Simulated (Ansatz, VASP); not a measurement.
# ZnS (Wurtzite-2H): VASP beside Ansatz, part 3 of 3

One calculation is typed for both programs; each brings its own data sets. How far apart do they land? The cell is taken from a series of runs on this material, whose earlier steps may have relaxed, scaled, displaced or heated it; both programs get it as it stands.

VASP 6.6.1 and Ansatz 0.2.0.

So far: Set-up; VASP: zone-centre phonons, LDA.

**3. Ansatz: zone-centre phonons, LDA**

Level of this step: Ansatz beside VASP: Kohn-Sham DFT, plane waves, LDA (Ansatz).

Ansatz runs on its PAW soft_1 files.

The same cell, functional (in two slightly different forms) and mesh now go to Ansatz, which takes its cutoff from its data sets.

File input.yaml:

```yaml
crystal:
  lattice:
    - [3.7007763301, 0.0, 0.0]
    - [-1.850388165, 3.2049663156, 0.0]
    - [0.0, 0.0, 6.1813994033]
  atoms:
    - { symbol: S, position: [0.3333333333, 0.6666666667, 0.3777954306] }
    - { symbol: S, position: [0.6666666667, 0.3333333333, 0.8777954306] }
    - { symbol: Zn, position: [0.3333333333, 0.6666666667, 0.0072045694] }
    - { symbol: Zn, position: [0.6666666667, 0.3333333333, 0.5072045694] }
kpoints:
  mp_grid: { grid: [12, 12, 8] }
hamiltonian:
  xc: lda
  pseudopotentials: { kind: paw, azcp: { folder: soft_1 }, xc_functional: pbe }
scf:
  occupations: { method: fixed }
output:
  eigenvalues: true
phonons:
  method: dfpt
  dielectric: true
  rigid_motions: translations
```

On the command line:

```bash
ansatz run input.yaml --threads 8 --pin off --max-ram 16384MiB --backend cpu --events-out ev --progress --plain --runs-dir out
```

Numbers of over 12 decimals in the logs are rounded to 6 here.

Output:

```text
Engine: ansatz 0.2.0, x86_64-unknown-linux-gnu
Pseudopotentials: kind: paw
Pseudopotential: S, paw, valence charge 6, recommended cutoff 420 eV (normal), soft_1/S.paw.azcp
Pseudopotential: Zn, paw, valence charge 12, recommended cutoff 420 eV (normal), soft_1/Zn.paw.azcp
Functional definition: SPW92
  exchange = slater_x
  correlation = pw_c
Crystal: 4 atoms, lattice volume = 73.317 Å³
Basis set: ecut = 420 eV, 1425 PW (Γ), exchange–correlation on 50×50×96 points (8 copies of the dense FFT grid, shifted against one another)
Bands: 22, of which v1, the nominal top of the filled ones, is band 18 counted from 1 (17 counted from 0)
Symmetry: 12 space group operations
k-points: 320 of 1152 (irreducible under 2 space group operations, time reversal used)
Non-local potential: S, projectors of the file, l = 0: 2, l = 1: 2, l = 2: 1
Non-local potential: Zn, projectors of the file, l = 0: 2, l = 1: 2, l = 2: 3, l = 3: 1
PAW form: soft (Blöchl's): semilocal exchange-correlation on the pseudo side does not see the compensation charge
PAW frozen core: S, regenerated for the run's functional, and the local potential with it (the file was generated under x = pbe(κ = 0.804, μ = 0.219515), c = pbe(β = 0.066725))
PAW frozen core: Zn, regenerated for the run's functional, and the local potential with it (the file was generated under x = pbe(κ = 0.804, μ = 0.219515), c = pbe(β = 0.066725))
PAW one-centre angular grid: S, 110 points (default); XC on 64 Gauss nodes
PAW one-centre angular grid: Zn, 590 points (default); XC on 64 Gauss nodes
Initial density: superposition of atomic densities (chi_scale 0.1, normalization cell, long waves kept (reshape's long-wave potential 0.00 eV rms))
Initial wavefunctions: pseudopotential atomic-orbital guess
Functional: x = slater, c = lda
SCF iter   1: F=—  HF=-8235.075914 eV  |F-HF|=—  |Δ(HF+E_count)|=         —  Δρ=3.83e-2  dr2=6.81e-1  ethr=3.10e-3  ⟨swp⟩=5.0  Hψ=34799  notcnv=0  defer=606
preconditioner: auto → Resta (q_TF=auto, 2.423 Å⁻¹)  ε∞=6.3  [insulator: Δε(μ)=2.455 eV  Ē_g=11.253 eV  n_scr=22 (ndim 8)  ℏωp=26.0 eV  f_vac=0.001  ε∞_Penn≈6.3]
SCF iter   2: F=—  HF=-8234.914844 eV  |F-HF|=—  |Δ(HF+E_count)|=   1.61e-1  Δρ=1.61e-2  dr2=1.54e-1  ethr=1.89e-3  ⟨swp⟩=2.8  Hψ=15081  notcnv=0  defer=637
SCF iter   3: F=—  HF=-8234.881825 eV  |F-HF|=—  |Δ(HF+E_count)|=   3.30e-2  Δρ=1.04e-2  dr2=5.26e-2  ethr=4.29e-4  ⟨swp⟩=2.0  Hψ=12817  notcnv=0  defer=634
SCF iter   4: F=—  HF=-8234.864199 eV  |F-HF|=—  |Δ(HF+E_count)|=   1.76e-2  Δρ=3.04e-3  dr2=4.34e-3  ethr=1.46e-4  ⟨swp⟩=2.0  Hψ=15364  notcnv=0  defer=637
SCF iter   5: F=—  HF=-8234.864384 eV  |F-HF|=—  |Δ(HF+E_count)|=   1.85e-4  Δρ=4.96e-4  dr2=1.95e-4  ethr=1.21e-5  ⟨swp⟩=2.2  Hψ=12141  notcnv=0  defer=637
SCF iter   6: F=—  HF=-8234.864450 eV  |F-HF|=—  |Δ(HF+E_count)|=   6.57e-5  Δρ=2.39e-4  dr2=3.59e-5  ethr=5.40e-7  ⟨swp⟩=2.8  Hψ=12444  notcnv=0  defer=629
SCF iter   7: F=—  HF=-8234.864459 eV  |F-HF|=—  |Δ(HF+E_count)|=   9.11e-6  Δρ=6.09e-5  dr2=1.19e-6  ethr=9.96e-8  ⟨swp⟩=2.7  Hψ=12756  notcnv=0  defer=6
SCF iter   8: F=—  HF=-8234.864461 eV  |F-HF|=—  |Δ(HF+E_count)|=   1.56e-6  Δρ=1.60e-5  dr2=1.12e-7  ethr=3.31e-9  ⟨swp⟩=2.5  Hψ=12830  notcnv=0  defer=4
SCF iter   9: F=—  HF=-8234.864461 eV  |F-HF|=—  |Δ(HF+E_count)|=   2.60e-8  Δρ=1.50e-6  dr2=2.20e-9  ethr=3.11e-10  ⟨swp⟩=2.2  Hψ=12404  notcnv=0  defer=4
SCF iter  10: F=-8234.864461 eV  HF=-8234.864461 eV  |F-HF|=1.82e-12  |Δ(HF+E_count)|=  3.89e-10  Δρ=2.53e-7  dr2=5.04e-11  ethr=1.00e-12  ⟨swp⟩=8.5  Hψ=59057  notcnv=0
SCF 1 converged in 10 iterations: F = -8234.864461 eV  dr2 = 5.04e-11
  greatest PAW one-centre occupation: 0.983 electrons in one spin orbital (limit 2), on the Zn atom at site 3 (counted from 0), in its partial waves of l = 2
DFPT response loops at Γ: preconditioner auto → Resta (q_TF=auto, 2.423 Å⁻¹)  ε∞=5.2 (no band partly filled); β = 1.00, the filter's whole step (`scf.mixing.beta` (0.50) is not read by the response loops at its default; to damp them type it under 1.00, their step now; it binds the ground state too); Broyden in place of MSR1
── the response to a field inside a basis, on 12×12×8 k-points: an SCF that follows is theirs, and a resumed run solves both again ──
Bands: 19, of which v1, the nominal top of the filled ones, is band 18 counted from 1 (17 counted from 0)
k-points: 168 of 1152 (irreducible under 4 space group operations, time reversal used)
Initial density: handed on by an earlier stage of this run
Initial wavefunctions: pseudopotential atomic-orbital guess (no wavefunctions were taken with the density)
Eigensolver: Dense (168 Hₖ)
SCF iter   1: F=—  HF=-8234.861467 eV  |F-HF|=—  |Δ(HF+E_count)|=         —  Δρ=1.49e-4  dr2=2.43e-6  ethr=1.00e-1
preconditioner: auto → Resta (q_TF=auto, 2.423 Å⁻¹)  ε∞=8.1  [insulator: Δε(μ)=2.432 eV  Ē_g=9.764 eV  n_scr=22 (ndim 8)  ℏωp=26.0 eV  f_vac=0.022  ε∞_Penn≈8.1]
SCF iter   2: F=—  HF=-8234.861468 eV  |F-HF|=—  |Δ(HF+E_count)|=   9.93e-7  Δρ=1.15e-4  dr2=3.25e-6  ethr=6.75e-9
SCF iter   3: F=—  HF=-8234.861468 eV  |F-HF|=—  |Δ(HF+E_count)|=   1.76e-7  Δρ=2.90e-5  dr2=9.69e-8  ethr=6.75e-9
SCF iter   4: F=-8234.861468 eV  HF=-8234.861468 eV  |F-HF|=1.43e-8  |Δ(HF+E_count)|=   1.85e-7  Δρ=5.27e-6  dr2=4.68e-9  ethr=2.69e-10
SCF 1 converged in 4 iterations: F = -8234.861468 eV  dr2 = 4.68e-9
DFPT response loops at Γ: preconditioner auto → Resta (q_TF=auto, 2.423 Å⁻¹)  ε∞=5.0 (no band partly filled); β = 1.00, the filter's whole step (`scf.mixing.beta` (0.50) is not read by the response loops at its default; to damp them type it under 1.00, their step now; it binds the ground state too); Broyden in place of MSR1
SCF converged after 10 iterations
Free energy (F): -8234.864461 eV
Harris-Foulkes:  -8234.864461 eV  (|F-HF|=1.82e-12)
Internal energy: -8234.864461 eV  (E = F + TS)
E sigma→0 (E₀):  -8234.864461 eV
Fermi energy:    6.539407 eV
--- Per-component energies (eV) ---
  E_band       = 21.817541
  E_kinetic    = 512.682930
  E_local      = -4453.577938  (includes V_loc(G=0)·N_el)
  E_nonlocal   = 1714.849309
  E_hartree    = 1692.263718
  E_xc         = -334.109502
  E_vxc        = -271.987831  (∫ρ·V_xc dr)
  E_paw        = -4803.851908  (= ΣΔE_a)
  E_vpaw       = -864.676057  (= ΣTr[D̂ρ^β])
  E_aug_tail   = -0.000490  (compensation charges beyond the density's cutoff)
  E_ewald      = -2566.541262
  E_core_change = 3.420682  (= ΣΔE_core)
  E_smearing   = -0.000000  (= −TS)
  E_closure    = -0.000000  (closes the sum)
  Σ components = -8234.864461   (vs F -8234.864461, Δ=0.00e0)
--- Band table (eV; the first three rows and the last of 320) ---
  k-point 0: bands = [... 14 lower, 5.5589, 6.3393, 6.5394, 6.5394, 8.7282, 9.6811, 12.6710, 12.6710]
  k-point 1: bands = [... 14 lower, 5.5928, 5.9496, 6.4979, 6.4979, 9.0726, 9.7178, 12.5828, 12.6953]
  k-point 2: bands = [... 14 lower, 5.6904, 5.6904, 6.3817, 6.3817, 9.6941, 9.8242, 12.4488, 12.7763]
  k-point 319: bands = [... 14 lower, 3.6481, 3.6481, 4.7691, 4.7691, 10.7634, 10.7634, 12.7285, 12.7285]
--- Phonons (Γ-DFPT): 4 representative perturbations + reference, on 320 of 1152 k-points (Σ response iterations 12) ---
  k mesh reduced under 2 symmetry operations, with k and −k counted as one. Each operation leaves every solved perturbation unchanged. A smaller set is not considered because the run solves the response to a homogeneous field
  ASR residual: 1.468e-4 → 0.000e0 eV/Å²; symmetrization residual: 1.339e-5 eV/Å²
  ASR residual per site (eV/Å²): 1.47e-4 1.47e-4 9.71e-5 9.71e-5
  Γ frequencies (cm⁻¹): 0.00 0.00 0.00 70.15 70.15 204.46 295.88 300.48 300.48 305.77 305.77 352.54
  ε∞ (high-frequency dielectric tensor):
        6.040980     0.000000    -0.000000
        0.000000     6.040980    -0.000000
       -0.000000    -0.000000     6.259429
  ε⁰ (static dielectric tensor: ions relaxed, cell fixed):
        8.283901     0.000000    -0.000000
        0.000000     8.283901    -0.000000
       -0.000000    -0.000000     8.937253
  ε⁰ − ε∞ (ionic part):
        2.242921     0.000000    -0.000000
        0.000000     2.242921    -0.000000
       -0.000000    -0.000000     2.677824
  softest optical mode at Γ: 70.15 cm⁻¹; the repairs (sum rule, projections) moved no ω² at Γ by more than (1.62 cm⁻¹)²
  Born effective charges Z* (e; rows j = field, columns β = displacement):
    site 0:
        -1.80147   -0.00000    0.00000
        -0.00000   -1.80147    0.00000
         0.00000    0.00000   -1.93829
    site 1:
        -1.80147   -0.00000    0.00000
        -0.00000   -1.80147    0.00000
        -0.00000    0.00000   -1.93829
    site 2:
         1.80147    0.00000    0.00000
         0.00000    1.80147   -0.00000
         0.00000   -0.00000    1.93829
    site 3:
         1.80147    0.00000   -0.00000
         0.00000    1.80147   -0.00000
        -0.00000   -0.00000    1.93829
  Z* charge neutrality: 1.614e-3 e pre-enforcement
  solved inside a basis spanned on kpoints, on 12×12×8 k-points, its susceptibility summed on 16×16×8: ε∞ is read to err by 2.0e-2, Z* by 1.3e-2 e (field_mesh: kpoints solves on kpoints); Z* is corrected for what the basis lacks
  optical modes at Γ without the LO–TO term, one row a degenerate level:
      ω (cm⁻¹)  modes    IR ((D/Å)²/amu)
         70.15      2             0.0000
        204.46      1             0.0000
        295.88      1             8.0586
[...]
optical modes at Γ + LO–TO along q̂ = [1.0000, 0.0000, 0.0000]:
      ω (cm⁻¹)  modes    IR ((D/Å)²/amu)
[...]
optical modes at Γ + LO–TO along q̂ = [0.0000, 1.0000, 0.0000]:
      ω (cm⁻¹)  modes    IR ((D/Å)²/amu)
[...]
351.86      1             6.9611
        352.54      1             0.0000
  optical modes at Γ + LO–TO along q̂ = [0.0000, 0.0000, 1.0000]:
      ω (cm⁻¹)  modes    IR ((D/Å)²/amu)
         70.15      2             0.0000
        204.46      1             0.0000
        300.48      2            13.9221
        305.77      2             0.0000
        352.54      1             0.0000
        353.55      1             8.0586
```

**4. Comparison**

Known differences besides the potentials themselves: fixed occupations in Ansatz, narrow Gaussian smearing in VASP; VASP's response is taken on the typed mesh, Ansatz refines its own for the field response alone; the cutoff is 420 eV in Ansatz and 500 eV in VASP; VASP's log shows a relativistic correction to its local exchange, Ansatz's none. Total energies have different zeros and are not compared.

Compared:

```
                                     quantity  Ansatz   VASP  difference
                                        ε∞ xx    6.04   5.99     +0.85 %
                                        ε∞ yy    6.04   5.99     +0.85 %
                                        ε∞ zz    6.26   6.20     +0.93 %
 Born charge of S1 (mean of the diagonal) (e)   -1.85  -1.86       +0.01
Born charge of Zn3 (mean of the diagonal) (e)    1.85   1.86       -0.01
                   optical mode 1 to 2 (cm⁻¹)    70.2   69.9     +0.32 %
                        optical mode 3 (cm⁻¹)   204.5  205.0     -0.25 %
                        optical mode 4 (cm⁻¹)   295.9  297.3     -0.49 %
                   optical mode 5 to 6 (cm⁻¹)   300.5  301.8     -0.42 %
                   optical mode 7 to 8 (cm⁻¹)   305.8  306.9     -0.38 %
                        optical mode 9 (cm⁻¹)   352.5  353.6     -0.30 %
```

Modes are paired by rising frequency, not by their patterns, so a pair may set unlike modes beside each other; they are those without the splitting of longitudinal modes.

**5. What came out**

| Property | Result |
| --- | --- |
| r.m.s. difference of the optical zone-centre modes, each program's sorted by frequency (zone-centre phonons, LDA) | 1.0 cm⁻¹ |
| difference in ε∞ zz (zone-centre phonons, LDA) | +0.9 % |

The r.m.s. difference of the optical zone-centre modes, each program's sorted by frequency is 1.0 cm⁻¹ (zone-centre phonons, LDA). Among the rows given in per cent, the largest difference of the zone-centre phonons, LDA pair is in ε∞ zz, +0.9 %. How closely two codes agree says nothing of how well the functional describes the real material.

[Lines on the potential files, build, host, timing and source positions are cut from VASP's logs without a mark.]

[Logs are printed without paths, hosts, clocks, repeated set-up lines and the standing remarks that a program may print on its own settings, such as how far it seeks lower states.]

[Hosts, paths, dates, database ids (printed as entryN), source tags and the programs' standing remarks are cut or masked in the printed files.]
